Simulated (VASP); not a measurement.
# TlZnO2 (P4/mmm) in VASP: single point with PBE

Aim: the single point of TlZnO2 with PBE.

Program: VASP 6.6.1. These are calculated values, not measurements. Logs are shortened: lines on timing, memory, paths and dates and some standing lists are left out, and cuts for length are marked.

### 1 The structure

Symmetry: P4/mmm, No. 123, tetragonal system. The conventional cell has a = 4.063 Å, b = 4.063 Å, c = 3.469 Å, α = 90.00°, β = 90.00°, γ = 90.00°. Around Zn (site symmetry 4/mmm) lie 4 O at 2.03 Å. Around Tl (site symmetry 4/mmm) lie 8 O at 2.67 Å. O (site symmetry mmm) has 2 Zn at 2.03 Å as nearest neighbours.

The cell was built by a generator and needn't be a form met in nature.

### 2 Single point, PBE

Input file INCAR:

```
SYSTEM = TlZnO2
PREC     = Accurate       ! precision mode
ENCUT    = 520            ! plane-wave cutoff, eV
EDIFF    = 1E-6           ! SCF threshold, eV
ISMEAR   = 0              ! smearing method
SIGMA    = 0.1            ! smearing width, eV
LREAL    = .FALSE.        ! projectors in reciprocal space
LASPH    = .TRUE.         ! aspherical terms in the spheres
NELM     = 100            ! most SCF steps
ALGO     = Fast           ! electronic algorithm
ISIF     = 2              ! what is computed and relaxed
LWAVE    = .FALSE.        ! write WAVECAR
LCHARG   = .FALSE.        ! write CHGCAR
GGA      = PE             ! functional
NBANDS   = 26             ! bands
```

Input file KPOINTS:

```
regular mesh
0
G
  12 12 14
  0 0 0
```

Input file POSCAR:

```
TlZnO2
1.0
    4.0625586005      0.0000000000      0.0000000000
    0.0000000000      4.0625586005      0.0000000000
    0.0000000000      0.0000000000      3.4691451502
Zn Tl O
1 1 2
Direct
    0.0000000000      0.0000000000      0.0000000000
    0.5000000000      0.5000000000      0.5000000000
    0.5000000000      0.0000000000      0.0000000000
    0.0000000000      0.5000000000      0.0000000000
```

Potentials or basis: VASP PAW PBE potentials, release 64 (Zn, Tl_d, O).

Run with:

```
$ cat potpaw_PBE.64/Zn/POTCAR potpaw_PBE.64/Tl_d/POTCAR potpaw_PBE.64/O/POTCAR > POTCAR
$ mpirun -np 1 vasp_std > vasp.out
```

OUTCAR:

```text
SYSTEM = TlZnO2
   PREC = Accurate
   ENCUT = 520
   EDIFF = 1E-6
   ISMEAR = 0
   LREAL = .FALSE.
   LASPH = .TRUE.
   NELM = 100
   ISIF = 2
   GGA = PE

 ion  position               nearest neighbor table
   1  0.000  0.000  0.000-   3 2.03   4 2.03   4 2.03   3 2.03   2 3.36   2 3.36   2 3.36   2 3.36
                             2 3.36   2 3.36   2 3.36   2 3.36
   2  0.500  0.500  0.500-   3 2.67   4 2.67   3 2.67   4 2.67   3 2.67   3 2.67   4 2.67   4 2.67
                             1 3.36   1 3.36   1 3.36   1 3.36   1 3.36   1 3.36   1 3.36   1 3.36
   3  0.500  0.000  0.000-   1 2.03   1 2.03   2 2.67   2 2.67   2 2.67   2 2.67
   4  0.000  0.500  0.000-   1 2.03   1 2.03   2 2.67   2 2.67   2 2.67   2 2.67

  LATTYP: Found a simple tetragonal cell.
 ALAT       =     4.0625586005
 C/A-ratio  =     0.8539311039

  Lattice vectors:

 A1 = (   4.0625586005,   0.0000000000,   0.0000000000)
 A2 = (   0.0000000000,   4.0625586005,   0.0000000000)
 A3 = (   0.0000000000,   0.0000000000,   3.4691451502)

Analysis of symmetry for initial positions (statically):
=====================================================================
 Subroutine PRICEL returns:
 Original cell was already a primitive cell.

 Routine SETGRP: Setting up the symmetry group for a
 simple tetragonal supercell.

 Subroutine GETGRP returns: Found 16 space group operations
 (whereof 16 operations were pure point group operations)
 out of a pool of 16 trial point group operations.

The static configuration has the point symmetry D_4h.

Analysis of symmetry for dynamics (positions and initial velocities):
=====================================================================
 Subroutine PRICEL returns:
 Original cell was already a primitive cell.

 Routine SETGRP: Setting up the symmetry group for a
 simple tetragonal supercell.

 Subroutine GETGRP returns: Found 16 space group operations
 (whereof 16 operations were pure point group operations)
 out of a pool of 16 trial point group operations.

The dynamic configuration has the point symmetry D_4h.

 Subroutine INISYM returns: Found 16 space group operations
 (whereof 16 operations are pure point group operations),
 and found     1 'primitive' translations

----------------------------------------------------------------------------------------

                                     Primitive cell

  volume of cell :      57.2561

  direct lattice vectors                    reciprocal lattice vectors
     4.062558601  0.000000000  0.000000000     0.246150296  0.000000000  0.000000000
     0.000000000  4.062558601  0.000000000     0.000000000  0.246150296  0.000000000
     0.000000000  0.000000000  3.469145150     0.000000000  0.000000000  0.288255451

  length of vectors
     4.062558601  4.062558601  3.469145150     0.246150296  0.246150296  0.288255451

  position of ions in fractional coordinates (direct lattice)
     0.000000000  0.000000000  0.000000000
     0.500000000  0.500000000  0.500000000
     0.500000000  0.000000000  0.000000000
     0.000000000  0.500000000  0.000000000

  ion indices of the primitive-cell ions
   primitive index   ion index
                 1           1
                 2           2
                 3           3
                 4           4

----------------------------------------------------------------------------------------

 KPOINTS: regular mesh

Automatic generation of k-mesh.
 Grid dimensions read from file:
 generate k-points for:   12   12   14

 Generating k-lattice:

  Cartesian coordinates                     Fractional coordinates (reciprocal lattice)
     0.020512525  0.000000000  0.000000000     0.083333333  0.000000000  0.000000000
     0.000000000  0.020512525  0.000000000     0.000000000  0.083333333  0.000000000
     0.000000000  0.000000000  0.020589675     0.000000000  0.000000000  0.071428571

  Length of vectors
     0.020512525  0.020512525  0.020589675

  Shift w.r.t. Gamma in fractional coordinates (k-lattice)
     0.000000000  0.000000000  0.000000000

 Subroutine IBZKPT returns following result:
 ===========================================

 Found    224 irreducible k-points:

 Following reciprocal coordinates:
            Coordinates               Weight
  0.000000  0.000000  0.000000      1.000000
  0.083333  0.000000  0.000000      4.000000
  0.166667  0.000000  0.000000      4.000000
  0.250000  0.000000  0.000000      4.000000
  0.333333  0.000000  0.000000      4.000000
  0.416667  0.000000  0.000000      4.000000
[... 16 lines left out ...]
  0.333333  0.333333  0.000000      4.000000
  0.416667  0.333333  0.000000      8.000000
 [... further k-points ...]
   k-points           NKPTS =    224   k-points in BZ     NKDIM =    224   number of bands    NBANDS=     26
   number of dos      NEDOS =    301   number of ions     NIONS =      4
   total plane-waves  NPLWV =  25200
   dimension x,y,z NGX =    30 NGY =   30 NGZ =   28
   dimension x,y,z NGXF=    60 NGYF=   60 NGZF=   56
   ions per type =               1   1   2
   NGX,Y,Z   is equivalent  to a cutoff of  12.28, 12.28, 13.42 a.u.
   NGXF,Y,Z  is equivalent  to a cutoff of  24.55, 24.55, 26.84 a.u.
 SYSTEM =  TlZnO2
   PREC   = accura    normal or accurate (medium, high low for compatibility)
   ISTART =      0    job   : 0-new  1-cont  2-samecut
   ICHARG =      2    charge: 1-file 2-atom 10-const
   ISPIN  =      1    spin polarized calculation?
   LNONCOLLINEAR =      F non collinear calculations
   LSORBIT =      F    spin-orbit coupling
   LASPH  =      T    aspherical Exc in radial PAW
   ENCUT  =  520.0 eV  38.22 Ry    6.18 a.u.   7.55  7.55  6.45*2*pi/ulx,y,z
   NELM   =    100;   NELMIN=  2; NELMDL= -5     # of ELM steps
   EDIFF  = 0.1E-05   stopping-criterion for ELM
   LREAL  =      F    real-space projection
   EDIFFG = 0.1E-04   stopping-criterion for IOM
   NSW    =      0    number of steps for IOM
   IBRION =     -1    ionic relax: 0-MD 1-quasi-New 2-CG
   NFREE  =      0    steps in history (QN), initial steepest desc. (CG)
   ISIF   =      2    stress and relaxation
   ISYM   =      2    0-nonsym 1-usesym 2-fastsym
   POTIM  = 0.5000    time-step for ionic-motion
   TEBEG  =    0.0;   TEEND  =   0.0 temperature during run
   PSTRESS=    0.0 pullay stress
   NELECT =      37.0000    total number of electrons
   NUPDOWN=      -1.0000    fix difference up-down
   EMIN   =  10.00;   EMAX   =-10.00  energy-range for DOS
   EFERMI =   0.00;   METHOD = LEGACY
   ISMEAR =     0;   SIGMA  =   0.10  broadening in eV -4-tet -1-fermi 0-gaus
   EFERMI_NEDOS =   21; number of points for ismear=-14 and -15
   IALGO  =     68    algorithm
   IMIX   =      4    mixing-type and parameters
     AMIX     =   0.40;   BMIX     =  1.00
     AMIX_MAG =   1.60;   BMIX_MAG =  1.00
  volume/ion in A,a.u.               =      14.31        96.60
  Fermi-wavevector in a.u.,A,eV,Ry     =   1.415364  2.674650 27.255944  2.003255
  Thomas-Fermi vector in A             =   2.536810
   LORBIT       =      0    0 simple, 1 ext, 2 COOP (PROOUT), +10 PAW based schemes
   GGA     = PE    functional components
   LHFCALC =     F    Hartree Fock is set to
   AEXX    =    0.0000 exact exchange contribution
   IVDW    =     0    specifies the selected vdW correction
   LEPSILON=     F    determine dielectric tensor
   LRPA    =     F    only Hartree local field effects (RPA)
 non-spin polarized calculation
 RMM-DIIS sequential band-by-band and
 Gauss-broadening in eV      SIGMA  =   0.10
  energy-cutoff  :      520.00
  volume of cell :       57.26
 maximum number of plane-waves:      1572
   NGX = 15   NGY = 15   NGZ = 13

 number of electron      36.9999991 magnetization

 Free energy of the ion-electron system (eV)
  ---------------------------------------------------
  ext. energy  EPLUGINS =         0.00000000
  ---------------------------------------------------
  free energy    TOTEN  =       -15.85842723 eV

  energy without entropy =      -15.85005982  energy(sigma->0) =      -15.85424353

 E-fermi :   4.4462     XC(G=0): -10.9341

 val. band max:        4.4367841667   @ k =   0.4167   0.0000   0.0714
 cond. band min:       4.4627625429   @ k =   0.4167   0.4167   0.2143
 fundamental gap:      0.0259783762
 Fermi energy:         4.4462438945

 k-point     1 :       0.0000    0.0000    0.0000
  band No.  band energies     occupation
      1     -13.8997      2.00000
      2     -12.7713      2.00000
      3      -6.3304      2.00000
      4      -6.1306      2.00000
      5      -5.9822      2.00000
      6      -5.9563      2.00000
[... 18 lines left out ...]
     25      16.0255      0.00000
     26      16.9529      0.00000

 k-point     2 :       0.0833    0.0000    0.0000
  band No.  band energies     occupation
      1     -13.8747      2.00000
      2     -12.7814      2.00000
      3      -6.3294      2.00000
      4      -6.1357      2.00000
      5      -5.9854      2.00000
      6      -5.9648      2.00000
[... 18 lines left out ...]
     25      16.2573      0.00000
     26      17.2066      0.00000

 k-point     3 :       0.1667    0.0000    0.0000
  band No.  band energies     occupation
      1     -13.8014      2.00000
      2     -12.8130      2.00000
      3      -6.3288      2.00000
      4      -6.1494      2.00000
      5      -5.9925      2.00000
      6      -5.9876      2.00000
[... 18 lines left out ...]
     25      15.9848      0.00000
     26      16.4676      0.00000

 k-point     4 :       0.2500    0.0000    0.0000
  band No.  band energies     occupation
      1     -13.6871      2.00000
      2     -12.8703      2.00000
      3      -6.3329      2.00000
      4      -6.1680      2.00000
      5      -6.0182      2.00000
      6      -5.9977      2.00000
[... 18 lines left out ...]
     25      15.2553      0.00000
     26      15.7186      0.00000
[... 496 lines left out ...]
      1     -13.1499      2.00000
      2     -13.1208      2.00000
      3      -6.3516      2.00000
      4      -6.2961      2.00000
      5      -6.0799      2.00000
      6      -6.0290      2.00000
[... 18 lines left out ...]
     25      15.2315      0.00000
     26      17.0111      0.00000

 k-point    23 :       0.3333    0.3333    0.0000
  band No.  band energies     occupation
      1     -13.2845      2.00000
      2     -12.9790      2.00000
      3      -6.3460      2.00000
      4      -6.3003      2.00000
      5      -6.0503      2.00000
      6      -6.0480      2.00000
[... 18 lines left out ...]
     25      14.9125      0.00000
     26      16.8710      0.00000

 k-point    24 :       0.4167    0.3333    0.0000
  band No.  band energies     occupation
      1     -13.1820      2.00000
      2     -13.0217      2.00000
      3      -6.3551      2.00000
      4      -6.3306      2.00000
      5      -6.0724      2.00000
      6      -6.0493      2.00000
[... 18 lines left out ...]
     25      15.3906      0.00000
     26      16.6476      0.00000

 [... further k-points ...]

------------------------ aborting loop because EDIFF is reached ----------------------------------------

  FORCE on cell =-STRESS in cart. coord.  units (eV):
  Direction    XX          YY          ZZ          XY          YZ          ZX
  --------------------------------------------------------------------------------------
  -------------------------------------------------------------------------------------
  Total        0.2040166      0.2040166     -0.0004444      0.0000000     -0.0000000      0.0000000
  in kB        5.7089240      5.7089240     -0.0124352      0.0000000     -0.0000000      0.0000000
  external PRESSURE =       3.8018043 kB  Pullay stress =       0.0000000 kB

 VOLUME and BASIS-vectors are now :
 -----------------------------------------------------------------------------
  energy-cutoff  :      520.00
  volume of cell :       57.26
      direct lattice vectors                 reciprocal lattice vectors
     4.062558601  0.000000000  0.000000000     0.246150296  0.000000000  0.000000000
     0.000000000  4.062558601  0.000000000     0.000000000  0.246150296  0.000000000
     0.000000000  0.000000000  3.469145150     0.000000000  0.000000000  0.288255451

 POSITION                                       TOTAL-FORCE (eV/Angst)
 -----------------------------------------------------------------------------------
      0.00000      0.00000      0.00000         0.000000      0.000000      0.000000
      2.03128      2.03128      1.73457         0.000000      0.000000      0.000000
      2.03128      0.00000      0.00000         0.000000      0.000000      0.000000
      0.00000      2.03128      0.00000         0.000000      0.000000      0.000000
 -----------------------------------------------------------------------------------
    total drift:                                0.000000     -0.000000      0.000000

  FREE ENERGIE OF THE ION-ELECTRON SYSTEM (eV)
  ---------------------------------------------------
  free  energy   TOTEN  =       -15.8584272295 eV

  energy  without entropy=      -15.8500598239  energy(sigma->0) =      -15.85424353
```

Wall time 2.9 min (1 thread of AMD EPYC 9R14 (Zen 4), shared host); peak memory 0.38 GiB.

What came out:

| Property | Result |
| --- | --- |
| Free energy | -15.8584 eV |
| Pressure | 0.4 GPa |
| Band gap on the k mesh | none (metal or under the smearing width) |

Stress tensor (GPa, compression positive):
```
0.57 0.00 0.00
0.00 0.57 0.00
0.00 0.00 0.00
```

Caveat: an odd number of electrons without spin polarisation forces a metal; a magnetic or distorted state may lie lower.
